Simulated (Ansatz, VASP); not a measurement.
**Cross-check of InTe2 between VASP and Ansatz**

Aim: how closely do two programs agree when they are given the same cell, functional and k mesh? The cell is generated by rule, not measured, and may not be a known phase. The cell is taken from a series of runs on this material, whose earlier steps may have relaxed, scaled, displaced or heated it; both programs get it as it stands.

Main program and level: Ansatz 0.2.0; plane waves, with VASP 6.6.1 beside it; single point at PBEsol.

The structure was built from a prototype and need not be the compound's stable phase.

## (1) Starting point

Symmetry: Fm-3m, No. 225, cubic system. The conventional cell has a = 6.740 Å, b = 6.740 Å, c = 6.740 Å, α = 90.00°, β = 90.00°, γ = 90.00°. In has 8 Te at 2.92 Å nearest. Te has 4 In at 2.92 Å nearest. Farther neighbours and most contacts between anions are not listed.

## (2) Ansatz: single point, PBEsol

Ansatz runs on its default PAW (the set named soft_2) files.

A single point gives forces, pressure and levels at one fixed geometry, so differences don't come from the geometry; what else differs is listed under the comparison.

File input.yaml:

```yaml
crystal:
  lattice:
    - [0.0, 3.37017, 3.37017]
    - [3.37017, 0.0, 3.37017]
    - [3.37017, 3.37017, 0.0]
  atoms:
    - { symbol: In, position: [0.0, 0.0, 0.0] }
    - { symbol: Te, position: [0.75, 0.75, 0.75] }
    - { symbol: Te, position: [0.25, 0.25, 0.25] }
kpoints:
  mp_grid: { grid: [6, 6, 6] }
hamiltonian:
  xc: pbesol
scf:
  occupations: { method: gaussian, width: 0.1 }
output:
  forces: true
  stress: true
  eigenvalues: true
```

Command:

```console
ansatz run input.yaml --threads 4 --pin off --max-ram 8192MiB --backend cpu --events-out ev --progress --plain --runs-dir out
```

Numbers of over 12 decimals in the logs are rounded to 6 here.

What it wrote:

```text
Engine: ansatz 0.2.0, aarch64-unknown-linux-gnu
Pseudopotentials: kind: paw
Pseudopotential: In, paw, valence charge 13, recommended cutoff 420 eV (normal), In.paw.azcp
Pseudopotential: Te, paw, valence charge 16, recommended cutoff 420 eV (normal), Te.paw.azcp
Functional definition: PBEsol
  exchange = pbesol_x
  correlation = pbesol_c
Crystal: 3 atoms, lattice volume = 76.557 Å³
Basis set: ecut = 420 eV, 1459 PW (Γ), exchange–correlation on 64×64×64 points (8 copies of the dense FFT grid, shifted against one another)
Bands: 27, of which v1, the nominal top of the filled ones, is band 23 counted from 1 (22 counted from 0)
Symmetry: 48 space group operations
Space group: Fm-3m (ITA 225), of the structure as read, at distance tolerance 4.2e-5 Å
k-points: 16 of 216
Non-local potential: In, projectors of the file, l = 0: 2, l = 1: 2, l = 2: 2, l = 3: 2
Non-local potential: Te, projectors of the file, l = 0: 2, l = 1: 2, l = 2: 2, l = 3: 2
PAW form: soft (Blöchl's): semilocal exchange-correlation on the pseudo side does not see the compensation charge
PAW frozen core: In, regenerated for the run's functional, and the local potential with it (the file was generated under x = pbe(κ = 0.804, μ = 0.219515), c = pbe(β = 0.066725))
PAW frozen core: Te, regenerated for the run's functional, and the local potential with it (the file was generated under x = pbe(κ = 0.804, μ = 0.219515), c = pbe(β = 0.066725))
PAW one-centre angular grid: In, 590 points (default); XC on 64 Gauss nodes
PAW one-centre angular grid: Te, 590 points (default); XC on 64 Gauss nodes
Initial density: superposition of atomic densities (neutral atoms: chi_scale 0, normalization atom), corrected by the library's trained network
Initial wavefunctions: pseudopotential atomic-orbital guess
Functional: x = pbesol(κ = 0.804, μ = 0.123457), c = pbesol(β = 0.046)
SCF iter   1: F=—  HF=-19327.238685 eV  |F-HF|=—  |Δ(HF+E_count)|=         —  Δρ=2.70e-3  dr2=4.54e-3  ethr=1.77e-3  ⟨swp⟩=6.0  Hψ=1889  notcnv=0
preconditioner: auto → LDOS  [metal: Δε(μ)=0.073 eV  Ē_g=12.542 eV  σ=0.100 eV  W_gap=0.36  n_scr=14 (ndim 8)  ℏωp=21.2 eV  f_vac=0.031  D(μ)=2.81/eV (n_scr^D=14)  β→1.0]
SCF iter   2: F=—  HF=-19327.235219 eV  |F-HF|=—  |Δ(HF+E_count)|=   3.47e-3  Δρ=7.89e-4  dr2=9.56e-4  ethr=1.01e-5  ⟨swp⟩=2.0  Hψ=763  notcnv=0
SCF iter   3: F=—  HF=-19327.234902 eV  |F-HF|=—  |Δ(HF+E_count)|=   3.17e-4  Δρ=6.03e-4  dr2=2.07e-4  ethr=2.12e-6  ⟨swp⟩=2.0  Hψ=628  notcnv=0
SCF iter   4: F=—  HF=-19327.234844 eV  |F-HF|=—  |Δ(HF+E_count)|=   5.79e-5  Δρ=1.70e-4  dr2=2.74e-5  ethr=4.60e-7  ⟨swp⟩=2.0  Hψ=603  notcnv=0
SCF iter   5: F=—  HF=-19327.234828 eV  |F-HF|=—  |Δ(HF+E_count)|=   1.60e-5  Δρ=3.33e-5  dr2=1.50e-6  ethr=6.08e-8  ⟨swp⟩=2.0  Hψ=630  notcnv=0
SCF iter   6: F=—  HF=-19327.234828 eV  |F-HF|=—  |Δ(HF+E_count)|=   7.00e-8  Δρ=1.58e-5  dr2=1.59e-7  ethr=3.34e-9  ⟨swp⟩=2.0  Hψ=793  notcnv=0
SCF iter   7: F=-19327.234828 eV  HF=-19327.234828 eV  |F-HF|=6.62e-10  |Δ(HF+E_count)|=   1.87e-9  Δρ=3.23e-6  dr2=8.24e-9  ethr=2.22e-10  ⟨swp⟩=6.2  Hψ=1800  notcnv=0
SCF 1 converged in 7 iterations: F = -19327.234828 eV  dr2 = 8.24e-9
  greatest PAW one-centre occupation: 0.999 electrons in one spin orbital (limit 2), on the Te atom at site 2 (counted from 0), in its partial waves of l = 2
SCF converged after 7 iterations
Free energy (F): -19327.234828 eV
Harris-Foulkes:  -19327.234828 eV  (|F-HF|=6.62e-10)
Internal energy: -19327.220579 eV  (E = F + TS)
E sigma→0 (E₀):  -19327.227704 eV
Entropy (-TS):   -0.014249 eV (-4.750 meV/atom)
Fermi energy:    12.332674 eV
--- Per-component energies (eV) ---
  E_band       = -428.916827
  E_kinetic    = 614.107643
  E_local      = -3247.978444  (includes V_loc(G=0)·N_el)
  E_nonlocal   = -246.580723
  E_hartree    = 1913.716362
  E_xc         = -465.188975
  E_vxc        = -314.620008  (∫ρ·V_xc dr)
  E_paw        = -13252.475316  (= ΣΔE_a)
  E_vpaw       = -1061.271525  (= ΣTr[D̂ρ^β])
  E_aug_tail   = -0.000319  (compensation charges beyond the density's cutoff)
  E_ewald      = -4643.806341
  E_core_change = 0.985533  (= ΣΔE_core)
  E_smearing   = -0.014249  (= −TS)
  E_closure    = 0.000000  (closes the sum)
  Σ components = -19327.234828   (vs F -19327.234828, Δ=0.00e0)
--- Forces (eV/Å), atoms counted from 1 ---
  atom   1  In    -0.00000000     0.00000000    -0.00000000
  atom   2  Te    -0.00000000     0.00000000    -0.00000000
  atom   3  Te     0.00000000     0.00000000    -0.00000000
  max |Σ_I F_I| component: 9.25e-18 eV/Å
--- Stress (GPa, compression-positive) ---
       15.753952      -0.000000      -0.000000
       -0.000000      15.753952      -0.000000
        0.000000       0.000000      15.753952
  P = ⅓ Tr σ = 15.7540 GPa (157.540 kbar)
--- Band table (eV; the first three rows and the last of 16) ---
  k-point 0: bands = [... 19 lower, 8.7780, 10.8044, 10.8044, 10.8044, 11.0352, 13.7695, 13.7695, 13.7695]
  k-point 1: bands = [... 19 lower, 8.6432, 9.6832, 10.5616, 10.5616, 12.9994, 14.0924, 14.0924, 14.4767]
  k-point 2: bands = [... 19 lower, 8.4705, 9.3906, 9.9888, 9.9888, 13.8830, 15.3335, 15.3335, 17.5588]
  k-point 15: bands = [... 19 lower, 7.8723, 10.7861, 11.9211, 13.3985, 13.8092, 15.4611, 17.4829, 18.0386]
```

In the SCF lines HF is the Harris–Foulkes energy and dr2 the Hartree energy of the density residual, in eV; the loop may stop once dr2 is under the threshold and the program's other checks hold. Hψ counts applications of the Hamiltonian.

The run ends at a pressure of 15.75 GPa.

## (3) VASP: single point, PBEsol

The same cell, functional, mesh and smearing now go to VASP, with its own data sets.

Lines of VASP's logs that name or quote its potential files are left out, and so is its time.

File INCAR:

```
SYSTEM = InTe2
PREC = Accurate
ENCUT = 500
EDIFF = 1E-06
NELM = 120
ISMEAR = 0
SIGMA = 0.1
LREAL = .FALSE.
ALGO = Normal
GGA = PS
NBANDS = 18
LORBIT = 11
LWAVE = .FALSE.
LCHARG = .FALSE.
ISIF = 2
LASPH = .TRUE.
GGA_COMPAT = .FALSE.
```

File POSCAR:

```
InTe2
1.0
    0.0000000000      3.3701700000      3.3701700000
    3.3701700000      0.0000000000      3.3701700000
    3.3701700000      3.3701700000      0.0000000000
In Te
1 2
Direct
    0.0000000000      0.0000000000      0.0000000000
    0.7500000000      0.7500000000      0.7500000000
    0.2500000000      0.2500000000      0.2500000000
```

File KPOINTS:

```
Automatic mesh
0
Gamma
6 6 6
0 0 0
```

Potentials, in the order of the species: In_d and Te (PBE family, release 64).

Command:

```console
mpirun -np 1 vasp_std
```

What it wrote:

```text
[banner, memory and clock lines left out]
running    1 mpi-ranks, on    1 nodes
 distrk:  each k-point on    1 cores,    1 groups
 distr:  one band on    1 cores,    1 groups

 POSCAR found type information on POSCAR InTe
 POSCAR found :  2 types and       3 ions
|                                                                             |
|               ----> ADVICE to this user running VASP <----                  |
|                                                                             |
|     You enforced a specific xc type in the INCAR file but a different       |
|     [... a line on the potential file left out ...]
|     I HOPE YOU KNOW WHAT YOU ARE DOING!                                     |
|                                                                             |

 LDA part: xc-table for (Slater+PW92), standard interpolation
 POSCAR, INCAR and KPOINTS ok, starting setup
 FFT: planning ... GRIDC
 FFT: planning ... GRID_SOFT
 FFT: planning ... GRID
 WAVECAR not read
 entering main loop
       N       E                     dE             d eps       ncg     rms          rms(c)
DAV:   1     0.173419359288E+03    0.17342E+03   -0.10505E+04   576   0.134E+03
DAV:   2     0.572946579169E+01   -0.16769E+03   -0.16419E+03   608   0.322E+02
DAV:   3    -0.833440498096E+01   -0.14064E+02   -0.13531E+02   740   0.938E+01
DAV:   4    -0.890491273608E+01   -0.57051E+00   -0.56321E+00   728   0.178E+01
DAV:   5    -0.892109899961E+01   -0.16186E-01   -0.16183E-01   804   0.297E+00    0.132E+01
DAV:   6    -0.884947163670E+01    0.71627E-01   -0.11943E-01   718   0.786E+00    0.802E+00
DAV:   7    -0.883308503555E+01    0.16387E-01   -0.52263E-02   878   0.350E+00    0.396E-01
DAV:   8    -0.883176896015E+01    0.13161E-02   -0.87365E-03   772   0.168E+00    0.219E-01
DAV:   9    -0.883184248214E+01   -0.73522E-04   -0.55924E-04   648   0.163E-01    0.817E-02
DAV:  10    -0.883183389859E+01    0.85835E-05   -0.25799E-05   842   0.525E-02    0.311E-02
DAV:  11    -0.883183512462E+01   -0.12260E-05   -0.57084E-06   634   0.275E-02    0.294E-02
DAV:  12    -0.883183375794E+01    0.13667E-05   -0.10678E-06   376   0.186E-02    0.373E-03
DAV:  13    -0.883183386655E+01   -0.10861E-06   -0.18253E-07   330   0.418E-03
   1 F= -.88318339E+01 E0= -.88247549E+01  d E =-.141580E-01
```

From OUTCAR (step 3):

```text
ion  position               nearest neighbor table
   1  0.000  0.000  0.000-   2 2.92   2 2.92   2 2.92   2 2.92   3 2.92   3 2.92   3 2.92   3 2.92

  LATTYP: Found a face centered cubic cell.
 ALAT       =     6.7403400000

 Subroutine GETGRP returns: Found 48 space group operations
 (whereof 48 operations were pure point group operations)

The static configuration has the point symmetry O_h .

 Found     16 irreducible k-points:

   k-points           NKPTS =     16   k-points in BZ     NKDIM =     16   number of bands    NBANDS=     18

   dimension x,y,z NGX =    36 NGY =   36 NGZ =   36
   dimension x,y,z NGXF=    72 NGYF=   72 NGZF=   72

   ENCUT  =  500.0 eV  36.75 Ry    6.06 a.u.   8.69  8.69  8.69*2*pi/ulx,y,z

   NELECT =      25.0000    total number of electrons

 k-points in reciprocal lattice and weights: Automatic mesh
   0.00000000  0.00000000  0.00000000       0.005
   0.16666667  0.00000000  0.00000000       0.037
   0.33333333  0.00000000  0.00000000       0.037
   0.50000000  0.00000000  0.00000000       0.019
   0.16666667  0.16666667  0.00000000       0.028
   0.33333333  0.16666667  0.00000000       0.111
   0.50000000  0.16666667  0.00000000       0.111
  -0.33333333  0.16666667  0.00000000       0.111
  -0.16666667  0.16666667  0.00000000       0.056
[...]
-0.33333333  0.33333333  0.16666667       0.111
  -0.33333333  0.50000000  0.16666667       0.056

 average (electrostatic) potential at core
       1 -92.5298       2 -85.8543       3 -85.8543

 E-fermi :   8.9158

 k-point     1 :       0.0000    0.0000    0.0000
  band No.  band energies     occupation
    ...
     10       5.3618      2.00000
     11       7.3882      2.00000
     12       7.3882      2.00000
     13       7.3882      2.00000
     14       7.6215      2.00000
     15      10.3467      0.00000
     16      10.3467      0.00000
     17      10.3467      0.00000
     18      13.4013      0.00000

 k-point     2 :       0.1667    0.0000    0.0000
  band No.  band energies     occupation
    ...
      9       5.2259      2.00000
     10       5.2259      2.00000
     11       6.2701      2.00000
     12       7.1460      2.00000
     13       7.1460      2.00000
     14       9.5846      0.00000
     15      10.6671      0.00000
     16      10.6672      0.00000
     17      11.0542      0.00000
     18      14.3874      0.00000

 k-point     3 :       0.3333    0.0000    0.0000
  band No.  band energies     occupation
    ...
      9       5.0517      2.00000
     10       5.0517      2.00000
     11       5.9787      2.00000
     12       6.5731      2.00000
     13       6.5731      2.00000
     14      10.4671      0.00000
     15      11.9045      0.00000
     16      11.9045      0.00000
     17      14.1378      0.00000
     18      15.8282      0.00000

  Total        7.5696423      7.5696423      7.5696423      0.0000000     -0.0000000     -0.0000000
  in kB      158.4165394    158.4165394    158.4165394      0.0000000     -0.0000000     -0.0000000
  external PRESSURE =     158.4165394 kB  Pullay stress =       0.0000000 kB

  energy-cutoff  :      500.00
  volume of cell :       76.56
      direct lattice vectors                 reciprocal lattice vectors
     0.000000000  3.370170000  3.370170000    -0.148360468  0.148360468  0.148360468
     3.370170000  0.000000000  3.370170000     0.148360468 -0.148360468  0.148360468
     3.370170000  3.370170000  0.000000000     0.148360468  0.148360468 -0.148360468

 POSITION                                       TOTAL-FORCE (eV/Angst)
 -----------------------------------------------------------------------------------
      0.00000      0.00000      0.00000         0.000000      0.000000      0.000000
      5.05525      5.05525      5.05525         0.000000     -0.000000     -0.000000
      1.68508      1.68508      1.68508        -0.000000      0.000000     -0.000000
 -----------------------------------------------------------------------------------
    total drift:                               -0.000000      0.000000      0.000000

  FREE ENERGIE OF THE ION-ELECTRON SYSTEM (eV)
  ---------------------------------------------------
  free  energy   TOTEN  =        -8.8318338665 eV

  energy  without entropy=       -8.8176758889  energy(sigma->0) =       -8.82475488

 total charge
# of ion       s       p       d       tot
------------------------------------------
    1        0.912   0.674   9.935  11.522
    2        1.435   1.907   0.061   3.403
    3        1.435   1.907   0.061   3.403
--------------------------------------------------
tot          3.783   4.487  10.058  18.328

[... 3 further parts left out ...]
```

The run ends at a pressure of 15.84 GPa.

## (4) Comparison

Known differences besides the potentials themselves: the data sets hold 45 valence electrons in Ansatz (on its default PAW (the set named soft_2) files) and 25 in VASP; the cutoff is 420 eV in Ansatz and 500 eV in VASP; Ansatz makes its cores anew for this functional, VASP keeps those of its PBE data sets. Total energies have different zeros and are not compared.

Both answers:

| quantity | Ansatz | VASP | difference |
| --- | --- | --- | --- |
| pressure (GPa) | 15.75 | 15.84 | -0.09 |

## (5) Results

| Item | Value |
| --- | --- |
| difference in pressure (single point, PBEsol) | -0.088 GPa |

What this shows: The difference in pressure is -0.088 GPa (single point, PBEsol), within the 1 GPa picked in this series as the mark of a large difference. The data sets hold unlike numbers of valence electrons (45 in Ansatz and 25 in VASP), so part of the differences comes from the potentials. How closely two codes agree says nothing of how well the functional describes the real material.

[Lines on the potential files, build, host, timing and source positions are cut from VASP's logs without a mark.]

[Logs are printed without paths, hosts, clocks, repeated set-up lines and the standing remarks that a program may print on its own settings, such as how far it seeks lower states.]

[Hosts, paths, dates, database ids (printed as entryN), source tags and the programs' standing remarks are cut or masked in the printed files.]
